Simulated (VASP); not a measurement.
All values below come from PBEsol GGA, VASP's PBE PAW potentials (set 64) (plane waves; VASP).

Input for VASP

### INCAR
```
ALGO = Normal
EDIFF = 1E-6
EDIFFG = -0.02
ENCUT = 400
GGA = PS
IBRION = 2
ISIF = 3
ISMEAR = 0
LASPH = .TRUE.
LCHARG = .FALSE.
LMAXMIX = 4
LREAL = .FALSE.
LWAVE = .FALSE.
NELM = 100
NSW = 60
PREC = Accurate
SIGMA = 0.05
SYSTEM = Sn2GeTe3
```

File POSCAR:
```
Sn2GeTe3
1
    4.3488104452     0.0000000000    -0.0000000000
   -2.1744052226     3.7661801083     0.0000000000
    0.0000000000    -0.0000000000    10.6895790835
Sn Ge Te
2 1 3
Direct
  0.3333330000   0.6666670000   0.8256680813
  0.6666670000   0.3333330000   0.1743319187
  0.0000000000   1.0000000000   0.5000000000
  0.3333330000   0.6666670000   0.3492977503
  0.6666670000   0.3333330000   0.6507022497
  0.0000000000   1.0000000000   0.0000000000
```

KPOINTS:
```
Automatic mesh
0
Gamma
5 5 2
0 0 0
```

POTCAR, in this order: Sn_d Ge_d Te (PBE.64 set). Program: vasp_std.

What VASP printed:

**OUTCAR**
```
 ion  position               nearest neighbor table
   1  0.333  0.667  0.826-   6 3.13   6 3.13   6 3.13   5 3.13   5 3.13   5 3.13
   2  0.667  0.333  0.174-   6 3.13   6 3.13   6 3.13   4 3.13   4 3.13   4 3.13
   3  0.000  0.000  0.500-   4 2.98   5 2.98   4 2.98   5 2.98   5 2.98   4 2.98
   4  0.333  0.667  0.349-   3 2.98   3 2.98   3 2.98   2 3.13   2 3.13   2 3.13
   5  0.667  0.333  0.651-   3 2.98   3 2.98   3 2.98   1 3.13   1 3.13   1 3.13
   6  0.000  0.000  0.000-   1 3.13   2 3.13   1 3.13   2 3.13   2 3.13   1 3.13
  LATTYP: Found a hexagonal cell.
 ALAT       =     4.3488104452
 C/A-ratio  =     2.4580466815
 Subroutine PRICEL returns:
 Original cell was already a primitive cell.
 Subroutine GETGRP returns: Found 12 space group operations
The static configuration has the point symmetry D_3d.
The dynamic configuration has the point symmetry D_3d.
 Subroutine INISYM returns: Found 12 space group operations
 Subroutine IBZKPT returns following result:
 Found     10 irreducible k-points:

 Following reciprocal coordinates:
            Coordinates               Weight
  0.000000  0.000000  0.000000      1.000000
  0.200000  0.000000  0.000000      6.000000
  0.400000  0.000000  0.000000      6.000000
  0.200000  0.200000  0.000000      6.000000
  0.400000  0.200000  0.000000      6.000000
  0.000000  0.000000  0.500000      1.000000
  0.200000  0.000000  0.500000      6.000000
  0.400000  0.000000  0.500000      6.000000
  0.200000  0.200000  0.500000      6.000000
  0.400000  0.200000  0.500000      6.000000
   k-points           NKPTS =     10   k-points in BZ     NKDIM =     10   number of bands    NBANDS=     36
   number of dos      NEDOS =    301   number of ions     NIONS =      6
   total plane-waves  NPLWV =  54880
   dimension x,y,z NGX =    28 NGY =   28 NGZ =   70
   dimension x,y,z NGXF=    56 NGYF=   56 NGZF=  140
   ions per type =               2   1   3
   PREC   = accura    normal or accurate (medium, high low for compatibility)
   ISTART =      0    job   : 0-new  1-cont  2-samecut
   ICHARG =      2    charge: 1-file 2-atom 10-const
   ISPIN  =      1    spin polarized calculation?
   LNONCOLLINEAR =      F non collinear calculations
   LSORBIT =      F    spin-orbit coupling
   INIWAV =      1    electr: 0-lowe 1-rand  2-diag
   ENCUT  =  400.0 eV  29.40 Ry    5.42 a.u.   7.09  7.09 17.43*2*pi/ulx,y,z
   NELM   =    100;   NELMIN=  2; NELMDL= -5     # of ELM steps
   EDIFF  = 0.1E-05   stopping-criterion for ELM
   LREAL  =      F    real-space projection
   NLSPLINE    = F    spline interpolate recip. space projectors
   LMAXMIX     =    4 max onsite mixed and CHGCAR
   VOSKOWN=      0    Vosko Wilk Nusair interpolation
   EDIFFG = -.2E-01   stopping-criterion for IOM
   NSW    =     60    number of steps for IOM
   NBLOCK =      1;   KBLOCK =     60    inner block; outer block
   IBRION =      2    ionic relax: 0-MD 1-quasi-New 2-CG
   NFREE  =      1    steps in history (QN), initial steepest desc. (CG)
   ISIF   =      3    stress and relaxation
   ISYM   =      2    0-nonsym 1-usesym 2-fastsym
   TEIN   =    0.0    initial temperature
   TEBEG  =    0.0;   TEEND  =   0.0 temperature during run
   SMASS  =  -3.00    Nose mass-parameter (am)
   PSTRESS=    0.0 pullay stress
   NELECT =      60.0000    total number of electrons
   EFERMI =   0.00;   METHOD = LEGACY
   ISMEAR =     0;   SIGMA  =   0.05  broadening in eV -4-tet -1-fermi 0-gaus
   IALGO  =     38    algorithm
   LDIAG  =      T    sub-space diagonalisation (order eigenvalues)
   IMIX   =      4    mixing-type and parameters
     AMIX     =   0.40;   BMIX     =  1.00
     AMIX_MAG =   1.60;   BMIX_MAG =  1.00
     AMIN     =   0.10
   GGA     = PS    functional components
   VOSKOWN =     0    Vosko Wilk Nusair interpolation
   LHFCALC =     F    Hartree Fock is set to
   LHFONE  =     F    Hartree Fock one center treatment
...
```

**OSZICAR**
```
       N       E                     dE             d eps       ncg     rms          rms(c)
DAV:   1     0.503342637949E+03    0.50334E+03   -0.24314E+04   836   0.211E+03
DAV:   2     0.628378658702E+02   -0.44050E+03   -0.43078E+03   728   0.596E+02
DAV:   3    -0.204859101675E+02   -0.83324E+02   -0.81219E+02   892   0.186E+02
DAV:   4    -0.252143139438E+02   -0.47284E+01   -0.47066E+01   796   0.497E+01
DAV:   5    -0.253762787765E+02   -0.16196E+00   -0.16177E+00  1052   0.946E+00    0.928E+00
DAV:   6    -0.252536626622E+02    0.12262E+00   -0.31269E-01   956   0.359E+00    0.593E+00
DAV:   7    -0.252546087166E+02   -0.94605E-03   -0.19829E-01   872   0.226E+00    0.445E-01
DAV:   8    -0.252465685208E+02    0.80402E-02   -0.45339E-02   872   0.141E+00    0.487E-01
DAV:   9    -0.252468608764E+02   -0.29236E-03   -0.28697E-03   896   0.230E-01    0.256E-01
DAV:  10    -0.252469408223E+02   -0.79946E-04   -0.13717E-04  1012   0.723E-02    0.151E-01
DAV:  11    -0.252469341851E+02    0.66372E-05   -0.72387E-05   928   0.625E-02    0.230E-02
DAV:  12    -0.252469352217E+02   -0.10366E-05   -0.94689E-06   728   0.146E-02    0.623E-03
DAV:  13    -0.252469354259E+02   -0.20415E-06   -0.57990E-07   456   0.510E-03
   1 F= -.25246935E+02 E0= -.25246469E+02  d E =-.252469E+02
       N       E                     dE             d eps       ncg     rms          rms(c)
DAV:   1    -0.252565523162E+02   -0.96171E-02   -0.21875E-01   896   0.463E+00    0.600E-01
DAV:   2    -0.252502582082E+02    0.62941E-02   -0.15910E-02   932   0.146E+00    0.282E-01
DAV:   3    -0.252481939359E+02    0.20643E-02   -0.34689E-03   944   0.600E-01    0.978E-02
DAV:   4    -0.252479409904E+02    0.25295E-03   -0.42933E-04  1016   0.172E-01    0.479E-02
DAV:   5    -0.252479132739E+02    0.27716E-04   -0.85642E-05   864   0.736E-02    0.176E-02
DAV:   6    -0.252479134885E+02   -0.21462E-06   -0.12467E-05   784   0.364E-02    0.441E-03
DAV:   7    -0.252479135392E+02   -0.50624E-07   -0.31759E-07   436   0.488E-03
   2 F= -.25247914E+02 E0= -.25247407E+02  d E =-.978113E-03
       N       E                     dE             d eps       ncg     rms          rms(c)
DAV:   1    -0.252490576933E+02   -0.11442E-02   -0.27340E-02   900   0.163E+00    0.213E-01
DAV:   2    -0.252482699319E+02    0.78776E-03   -0.19749E-03   928   0.542E-01    0.999E-02
DAV:   3    -0.252480100672E+02    0.25986E-03   -0.46241E-04   948   0.227E-01    0.342E-02
DAV:   4    -0.252479786475E+02    0.31420E-04   -0.63133E-05   944   0.630E-02    0.170E-02
DAV:   5    -0.252479738733E+02    0.47742E-05   -0.10560E-05   824   0.261E-02    0.621E-03
DAV:   6    -0.252479739314E+02   -0.58079E-07   -0.16714E-06   436   0.147E-02
   3 F= -.25247974E+02 E0= -.25247456E+02  d E =-.103851E-02
       N       E                     dE             d eps       ncg     rms          rms(c)
DAV:   1    -0.252514767118E+02   -0.35028E-02   -0.10004E-01   808   0.246E+00    0.357E-01
DAV:   2    -0.252494505038E+02    0.20262E-02   -0.58929E-03   896   0.873E-01    0.197E-01
DAV:   3    -0.252484466155E+02    0.10039E-02   -0.13484E-03   976   0.405E-01    0.556E-02
DAV:   4    -0.252483999072E+02    0.46708E-04   -0.31182E-04   924   0.142E-01    0.283E-02
DAV:   5    -0.252483979322E+02    0.19750E-05   -0.45482E-05   776   0.604E-02    0.102E-02
DAV:   6    -0.252483980447E+02   -0.11249E-06   -0.28447E-06   580   0.153E-02
   4 F= -.25248398E+02 E0= -.25247891E+02  d E =-.424113E-03
```

File OUTCAR:
```
------------------------ aborting loop because EDIFF is reached ----------------------------------------
  FORCE on cell =-STRESS in cart. coord.  units (eV):
  Direction    XX          YY          ZZ          XY          YZ          ZX
  --------------------------------------------------------------------------------------
  Total       -0.0582928     -0.0582928     -0.0175342      0.0000000     -0.0000000      0.0000000
  in kB       -0.5316308     -0.5316307     -0.1599118      0.0000000     -0.0000000      0.0000000
  external PRESSURE =      -0.4077244 kB  Pullay stress =       0.0000000 kB
  volume of cell :      175.68
      direct lattice vectors                 reciprocal lattice vectors
     4.342228515  0.000000000 -0.000000000     0.230296493  0.132961750 -0.000000000
    -2.171114257  3.760479990  0.000000000    -0.000000000  0.265923500  0.000000000
     0.000000000 -0.000000000 10.758684155     0.000000000 -0.000000000  0.092948170
 POSITION                                       TOTAL-FORCE (eV/Angst)
 -----------------------------------------------------------------------------------
     -0.00000      2.50699      8.88127         0.000000      0.000000     -0.001894
      2.17112      1.25349      1.87741        -0.000000     -0.000000      0.001894
      0.00000     -0.00000      5.37934         0.000000      0.000000      0.000000
     -0.00000      2.50699      3.75839        -0.000000     -0.000000      0.006599
      2.17112      1.25349      7.00029         0.000000      0.000000     -0.006599
      0.00000     -0.00000     10.75868         0.000000      0.000000      0.000000
 -----------------------------------------------------------------------------------
    total drift:                                0.000000     -0.000000      0.000000
  FREE ENERGIE OF THE ION-ELECTRON SYSTEM (eV)
  ---------------------------------------------------
  free  energy   TOTEN  =       -25.2483980447 eV

  energy  without entropy=      -25.2473839658  energy(sigma->0) =      -25.24789101

 reached required accuracy - stopping structural energy minimisation
```
(Selected blocks of OUTCAR.)

CONTCAR:
```
Sn2GeTe3
   1.00000000000000
     4.3422285148843800    0.0000000000000000   -0.0000000000000000
    -2.1711142574421900    3.7604799904104254    0.0000000000000000
     0.0000000000000000   -0.0000000000000000   10.7586841545187859
  Sn              Ge              Te
     2     1     3
Direct
     0.3333330000000032    0.6666669999999968    0.8254980435195134
     0.6666669999999968    0.3333330000000032    0.1745019564804866
     0.0000000000000000    0.0000000000000000    0.5000000000000000
     0.3333330000000032    0.6666669999999968    0.3493357339354511
     0.6666669999999968    0.3333330000000032    0.6506642660645489
     0.0000000000000000    0.0000000000000000    1.0000000000000000
```

The structure comes from a computed database's Sn2GeTe3 entry (P-3m1); how it stands against other phases isn't given here. This run relaxes it. Symmetry was kept, so distortions that lower it aren't found. The start is the result of an earlier pass.
